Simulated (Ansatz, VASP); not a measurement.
# PtS2 (1T-PtS2 3 layers, AA) in two plane-wave programs, part 2 of 2

Aim: how closely do two programs agree when they are given the same cell, functional and k mesh? The cell is taken from a series of runs on this material, whose earlier steps may have relaxed, scaled, displaced or heated it; both programs get it as it stands.

VASP 6.6.1 and Ansatz 0.2.0.

So far: The starting structure; VASP: single point, PBE with D3(BJ).

### Step 3. Ansatz: single point, PBE with D3(BJ)

Level of this step: Ansatz beside VASP: Kohn-Sham DFT, plane waves, PBE with D3(BJ) (Ansatz).

Ansatz runs on its default PAW (the set named soft_2) files.

The same cell, functional, mesh and smearing now go to Ansatz, which takes its cutoff from its data sets.

Input file input.yaml:

```yaml
crystal:
  lattice:
    - [3.5679301076, 0.0, 0.0]
    - [-1.7839650538, 3.0899181121, 0.0]
    - [0.0, 0.0, 29.9118829405]
  atoms:
    - { symbol: S, position: [0.6666666667, 0.3333333333, 0.3008837664] }
    - { symbol: Pt, position: [0.0, 0.0, 0.3422517298] }
    - { symbol: S, position: [0.3333333333, 0.6666666667, 0.3825416679] }
    - { symbol: S, position: [0.6666666667, 0.3333333333, 0.4593888261] }
    - { symbol: Pt, position: [0.0, 0.0, 0.5] }
    - { symbol: S, position: [0.3333333333, 0.6666666667, 0.5406111739] }
    - { symbol: S, position: [0.6666666667, 0.3333333333, 0.6174583321] }
    - { symbol: Pt, position: [0.0, 0.0, 0.6577482702] }
    - { symbol: S, position: [0.3333333333, 0.6666666667, 0.6991162336] }
kpoints:
  mp_grid: { grid: [18, 18, 1] }
  band_path:
    path: [[0, 0, 0], [0.5, 0, 0], [0.33333333, 0.33333333, 0], [0, 0, 0]]
    npoints: 16
hamiltonian:
  xc: pbe
  dispersion: d3bj
scf:
  occupations: { method: fermi_dirac, width: 0.02585 }
  convergence: { dr2_threshold: 1.0e-10 }
efield:
  axis: 3
  dipole_correction: true
  ramp_position: 0.97
  ramp_width: 0.06
  amplitude: 0
output:
  dos: { projected: true, e_range: [-6, 5] }
  write_potential: true
  write_density: true
  volumetric_format: npy
  elf: true
```

On the command line:

```
$ ansatz run input.yaml --threads 4 --pin off --max-ram 8192MiB --backend cpu --events-out ev --progress --plain --runs-dir out
```

Numbers of over 12 decimals in the logs are rounded to 6 here.

Log:

```text
Engine: ansatz 0.2.0, x86_64-unknown-linux-gnu
Pseudopotentials: kind: paw
Pseudopotential: S, paw, valence charge 6, recommended cutoff 420 eV (normal), S.paw.azcp
Pseudopotential: Pt, paw, valence charge 18, recommended cutoff 420 eV (normal), Pt.paw.azcp
Functional definition: PBE
  parameter kappa = 0.804
  parameter beta = 0.066725
  exchange = pbe_x(kappa = kappa, mu = beta*pi^2/3)
  correlation = pbe_c(beta = beta)
Crystal: 9 atoms, lattice volume = 329.767 Å³
Basis set: ecut = 420 eV, 6357 PW (Γ)
Bands: 54, of which v1, the nominal top of the filled ones, is band 45 counted from 1 (44 counted from 0)
Symmetry: 6 space group operations
k-points: 37 of 324 (time reversal used)
Non-local potential: S, projectors of the file, l = 0: 2, l = 1: 2, l = 2: 2
Non-local potential: Pt, projectors of the file, l = 0: 3, l = 1: 2, l = 2: 2, l = 3: 1
PAW form: soft (Blöchl's): semilocal exchange-correlation on the pseudo side does not see the compensation charge
PAW one-centre angular grid: S, 110 points (default); XC on 64 Gauss nodes
PAW one-centre angular grid: Pt, 590 points (default); XC on 64 Gauss nodes
Initial density: superposition of atomic densities (neutral atoms: chi_scale 0, normalization atom), corrected by the library's trained network
Initial wavefunctions: pseudopotential atomic-orbital guess
Functional: x = pbe(κ = 0.804, μ = 0.219515), c = pbe(β = 0.066725)
SCF iter   1: F=—  HF=-42987.970632 eV  |F-HF|=—  |Δ(HF+E_count)|=         —  Δρ=2.39e-3  dr2=1.79e-2  ethr=1.77e-3  p=0.000 e·Å  D=6.33e-14 V/Å  ΔV_dip=-0.00 eV  dr2_dipole=6.02e-11  V_vac-E_F(+/−)=5.23/5.23 eV  ⟨swp⟩=11.4  Hψ=10121  notcnv=0  defer=1
efield: sawtooth ramp at fractional position 0.9700 (set: `efield.ramp_position`, or a place that a band, a saddle search or an elastic batch's reference lends), width 0.0600; the density the first Hamiltonian is built on has a dipole p = 0.000 e·Å; the dipole correction subtracts the counter field D = 6.33e-14 V/Å, which shifts the + side's vacuum level by -0.00 eV against the − side's; the planar-averaged density in the ramp window peaks in size at 4.7e-6 e/Å³
preconditioner: auto → Resta (q_TF=auto, 2.197 Å⁻¹)  ε∞=4.7  [insulator: Δε(μ)=0.604 eV  Ē_g=8.596 eV  σ=0.026 eV  W_gap=1.00  n_scr=62 (ndim 8)  ℏωp=16.6 eV  f_vac=0.504  D(μ)=0.00/eV (n_scr^D=0)  ε∞_Penn≈4.7  vacuum switching on, ρ_ref=5.4e-3 e/Å³]
SCF iter   2: F=—  HF=-42987.970770 eV  |F-HF|=—  |Δ(HF+E_count)|=   1.38e-4  Δρ=1.18e-3  dr2=6.29e-3  ethr=1.99e-5  p=0.000 e·Å  D=6.07e-7 V/Å  ΔV_dip=-0.00 eV  dr2_dipole=5.68e-11  V_vac-E_F(+/−)=5.16/5.16 eV  ⟨swp⟩=2.8  Hψ=3950  notcnv=0  defer=111
SCF iter   3: F=—  HF=-42987.971073 eV  |F-HF|=—  |Δ(HF+E_count)|=   3.03e-4  Δρ=6.57e-4  dr2=2.93e-3  ethr=6.99e-6  p=0.000 e·Å  D=1.63e-6 V/Å  ΔV_dip=-0.00 eV  dr2_dipole=2.34e-10  V_vac-E_F(+/−)=5.17/5.17 eV  ⟨swp⟩=2.6  Hψ=2759  notcnv=0  defer=111
SCF iter   4: F=—  HF=-42987.971241 eV  |F-HF|=—  |Δ(HF+E_count)|=   1.68e-4  Δρ=2.30e-4  dr2=3.95e-4  ethr=3.26e-6  p=-0.000 e·Å  D=-2.02e-7 V/Å  ΔV_dip=0.00 eV  dr2_dipole=4.60e-11  V_vac-E_F(+/−)=5.13/5.13 eV  ⟨swp⟩=2.3  Hψ=2437  notcnv=0  defer=111
SCF iter   5: F=—  HF=-42987.971217 eV  |F-HF|=—  |Δ(HF+E_count)|=   2.37e-5  Δρ=9.16e-5  dr2=2.47e-5  ethr=4.39e-7  p=-0.000 e·Å  D=-7.00e-7 V/Å  ΔV_dip=0.00 eV  dr2_dipole=8.58e-11  V_vac-E_F(+/−)=5.13/5.13 eV  ⟨swp⟩=2.3  Hψ=2706  notcnv=0  defer=111
SCF iter   6: F=—  HF=-42987.971233 eV  |F-HF|=—  |Δ(HF+E_count)|=   1.56e-5  Δρ=2.45e-5  dr2=3.69e-6  ethr=2.74e-8  p=0.000 e·Å  D=2.58e-6 V/Å  ΔV_dip=-0.00 eV  dr2_dipole=1.97e-9  V_vac-E_F(+/−)=5.13/5.13 eV  ⟨swp⟩=2.0  Hψ=3059  notcnv=0  defer=111
SCF iter   7: F=—  HF=-42987.971138 eV  |F-HF|=—  |Δ(HF+E_count)|=   9.46e-5  Δρ=9.53e-6  dr2=5.79e-7  ethr=4.10e-9  p=-0.000 e·Å  D=-5.03e-6 V/Å  ΔV_dip=0.00 eV  dr2_dipole=9.20e-9  V_vac-E_F(+/−)=5.12/5.12 eV  ⟨swp⟩=2.0  Hψ=2831  notcnv=0  defer=111
SCF iter   8: F=—  HF=-42987.971138 eV  |F-HF|=—  |Δ(HF+E_count)|=   1.45e-7  Δρ=6.08e-6  dr2=4.98e-7  ethr=6.44e-10  p=0.000 e·Å  D=2.41e-5 V/Å  ΔV_dip=-0.00 eV  dr2_dipole=2.20e-7  V_vac-E_F(+/−)=5.12/5.12 eV  ⟨swp⟩=2.0  Hψ=2940  notcnv=0  defer=111
SCF iter   9: F=—  HF=-42987.971138 eV  |F-HF|=—  |Δ(HF+E_count)|=   5.33e-8  Δρ=2.42e-6  dr2=6.61e-8  ethr=5.54e-10  p=-0.000 e·Å  D=-8.54e-6 V/Å  ΔV_dip=0.00 eV  dr2_dipole=2.71e-8  V_vac-E_F(+/−)=5.12/5.12 eV  ⟨swp⟩=2.0  Hψ=2152  notcnv=0  defer=111
SCF iter  10: F=—  HF=-42987.971138 eV  |F-HF|=—  |Δ(HF+E_count)|=  7.64e-10  Δρ=1.50e-6  dr2=1.95e-8  ethr=7.35e-11  p=0.000 e·Å  D=1.48e-6 V/Å  ΔV_dip=-0.00 eV  dr2_dipole=1.24e-9  V_vac-E_F(+/−)=5.12/5.12 eV  ⟨swp⟩=2.4  Hψ=2851  notcnv=0  defer=111
SCF iter  11: F=—  HF=-42987.971138 eV  |F-HF|=—  |Δ(HF+E_count)|=   1.03e-9  Δρ=4.79e-7  dr2=1.91e-9  ethr=2.17e-11  p=0.000 e·Å  D=1.25e-7 V/Å  ΔV_dip=-0.00 eV  dr2_dipole=7.63e-14  V_vac-E_F(+/−)=5.12/5.12 eV  ⟨swp⟩=2.3  Hψ=2682  notcnv=0  defer=111
SCF iter  12: F=—  HF=-42987.971138 eV  |F-HF|=—  |Δ(HF+E_count)|=  2.26e-10  Δρ=3.08e-7  dr2=9.34e-10  ethr=2.12e-12  p=-0.000 e·Å  D=-1.48e-7 V/Å  ΔV_dip=0.00 eV  dr2_dipole=2.24e-12  V_vac-E_F(+/−)=5.12/5.12 eV  ⟨swp⟩=2.1  Hψ=2930  notcnv=0  defer=111
SCF iter  13: F=—  HF=-42987.971138 eV  |F-HF|=—  |Δ(HF+E_count)|=  3.64e-11  Δρ=1.42e-7  dr2=1.18e-10  ethr=1.04e-12  p=0.000 e·Å  D=3.19e-8 V/Å  ΔV_dip=-0.00 eV  dr2_dipole=1.96e-13  V_vac-E_F(+/−)=5.12/5.12 eV  ⟨swp⟩=2.2  Hψ=2331  notcnv=0  defer=111
SCF iter  14: F=-42987.971138 eV  HF=-42987.971138 eV  |F-HF|=7.28e-12  |Δ(HF+E_count)|=  2.91e-11  Δρ=5.32e-8  dr2=5.31e-11  ethr=1.00e-12  p=-0.000 e·Å  D=-2.11e-9 V/Å  ΔV_dip=0.00 eV  dr2_dipole=2.20e-15  V_vac-E_F(+/−)=5.12/5.12 eV  ⟨swp⟩=9.9  Hψ=4920  notcnv=0
SCF 1 converged in 14 iterations: F = -42987.971138 eV  dr2 = 5.31e-11
  greatest PAW one-centre occupation: 1.000 electrons in one spin orbital (limit 2), on the Pt atom at site 4 (counted from 0), in its partial waves of l = 0
NSCF: frozen V_eff on 49 k-points
efield: sawtooth ramp at fractional position 0.9700 (kept from the solve that this one continues, or follows in the run), width 0.0600; the density the first Hamiltonian is built on has a dipole p = -0.000 e·Å; the dipole correction subtracts the counter field D = -2.11e-9 V/Å, which shifts the + side's vacuum level by +0.00 eV against the − side's; the planar-averaged density in the ramp window peaks in size at 1.8e-7 e/Å³
WARN: The output density's exchange-correlation potential varies sharply where the density is thin. Do not read a vacuum level from v_tot or v_xc, or from such a field of the output density. On a cell that repeats whose density bears no net charge and no dipole along the vacuum's axis use v_es (v_loc + v_h of the components); under efield.dipole_correction with no amplitude use v_es + v_field, which holds any externa [...]
SCF converged after 14 iterations
Free energy (F): -42987.971138 eV
Harris-Foulkes:  -42987.971138 eV  (|F-HF|=7.28e-12)
Internal energy: -42987.971138 eV  (E = F + TS)
E sigma→0 (E₀):  -42987.971138 eV
Entropy (-TS):   -0.000001 eV (-0.000 meV/atom)
Fermi energy:    3.115271 eV
Dipole field:    D = 0.000000 V/Å  (p = 0.000000 e·Å, saw-weighted, corrected)
Work function:   Φ+ = 5.1231 eV   Φ− = 5.1231 eV
Levels:          The Fermi level and band energies are counted from a zero that moves with the ramp; work functions are not
--- Per-component energies (eV) ---
  E_band       = -1691.125777
  E_kinetic    = 2551.495523
  E_local      = -105598.178073  (includes V_loc(G=0)·N_el)
  E_nonlocal   = 765.913851
  E_hartree    = 51458.330185
  E_xc         = -1368.415664
  E_vxc        = -1433.921071  (∫ρ·V_xc dr)
  E_paw        = -31961.660952  (= ΣΔE_a)
  E_vpaw       = -893.095006  (= ΣTr[D̂ρ^β])
  E_aug_tail   = 0.000570  (compensation charges beyond the density's cutoff)
  E_efield     = 0.000000  (sawtooth field / dipole correction)
  E_vefield    = 0.000000  (∫n·V_field dr)
  E_ewald      = 41168.019340
  E_disp       = -3.475918  (pairwise vdW)
  E_smearing   = -0.000001  (= −TS)
  E_closure    = 0.000000  (closes the sum)
  Σ components = -42987.971138   (vs F -42987.971138, Δ=0.00e0)
--- Band table (eV; the first three rows and the last of 37) ---
  k-point 0: bands = [... 41 lower, 1.5972, 1.5972, 2.0410, 2.7813, 4.6007, 4.6007, 5.0019, 5.0019, ... 5 higher]
  k-point 1: bands = [... 41 lower, 1.6195, 1.6374, 2.2904, 2.8214, 4.4346, 4.5327, 4.8005, 4.9506, ... 5 higher]
  k-point 2: bands = [... 41 lower, 1.6659, 1.6893, 2.5832, 2.7817, 4.1922, 4.3740, 4.3867, 4.6512, ... 5 higher]
  k-point 36: bands = [... 41 lower, 1.0216, 1.0216, 1.2674, 1.2674, 3.5421, 3.5421, 4.1536, 4.1536, ... 5 higher]
```

### Step 4. Comparison

Known differences besides the potentials themselves: the data sets hold 90 valence electrons in Ansatz (on its default PAW (the set named soft_2) files) and 66 in VASP; the cutoff is 420 eV in Ansatz and 400 eV in VASP. Total energies have different zeros and are not compared.

Compared:

```
              quantity  Ansatz   VASP  difference
gap on the k mesh (eV)   0.578  0.587      -0.009
```

A gap on the mesh is an upper bound, since the band edges may lie between its points; neither run holds spin-orbit coupling, which can move the band edges of a compound of Pt. With vacuum in the cell, a pressure given here is an average over mostly empty space and none of the material.

### Step 5. Summary of results

| Quantity | Value |
| --- | --- |
| difference in gap on the k mesh (single point, PBE with D3(BJ)) | -0.0087 eV |

In words: The difference in gap on the k mesh is -0.0087 eV (single point, PBE with D3(BJ)), within the 0.08 eV picked in this series as the mark of a large difference. The data sets hold unlike numbers of valence electrons (90 in Ansatz and 66 in VASP), so part of the differences comes from the potentials. How closely two codes agree says nothing of how well the functional describes the real material.

[Lines on the potential files, build, host, timing and source positions are cut from VASP's logs without a mark.]

[Logs are printed without paths, hosts, clocks, repeated set-up lines and the standing remarks that a program may print on its own settings, such as how far it seeks lower states.]

[Hosts, paths, dates, database ids (printed as entryN), source tags and the programs' standing remarks are cut or masked in the printed files.]
